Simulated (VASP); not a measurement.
Method: rev-vdW-DF2, VASP's PBE PAW potentials (set 64) (plane waves; VASP).

The input files of a VASP run:

KPOINTS:
```
Automatic mesh
0
Gamma
12 12 7
0 0 0
```

INCAR:
```
SYSTEM=Dy
PREC=Accurate; ENCUT=520; LREAL=.False.
LASPH=.True.
EDIFF=1E-7; NELM=100; ALGO=Normal
LMAXMIX=6
ISMEAR=1; SIGMA=0.1
GGA=MK; LUSE_VDW=.True.; AGGAC=0.0
PARAM1=0.1234568; PARAM2=0.7114; ZAB_VDW=-1.8867
IBRION=2; NSW=30; ISIF=4
EDIFFG=-0.01
LWAVE=.False.; LCHARG=.False.
```

File POSCAR:
```
Dy
1.0
  1.7511026611  -3.0329985853   0.0000000000
  1.7511026611   3.0329985853   0.0000000000
  0.0000000000   0.0000000000   5.4170687636
Dy
2
direct
  0.3333330000   0.6666670000   0.2500000000
  0.6666670000   0.3333330000   0.7500000000
```

POTCAR, in this order: Dy_3 (PBE.64 set). Program: vasp_std.

What will the output report for the number of irreducible k-points (NKPTS), largest plane-wave count, number of space-group operations, FFT grid (NGX, NGY, NGZ)?

```json
{
  "number of irreducible k-points (NKPTS)": "76",
  "largest_plane_wave_count": "1586",
  "number_of_space_group_operations": "24",
  "FFT grid (NGX, NGY, NGZ)": "28 × 28 × 40"
}
```

The compound is Dy in the hcp structure. This cell is one point of a volume scan, at 0.94 of the reference volume. Symmetry was kept, so distortions that lower it aren't found. The 4f electrons are frozen in the core of the lanthanide potential, so 4f levels, which can set the real gap, and their magnetism are missing.
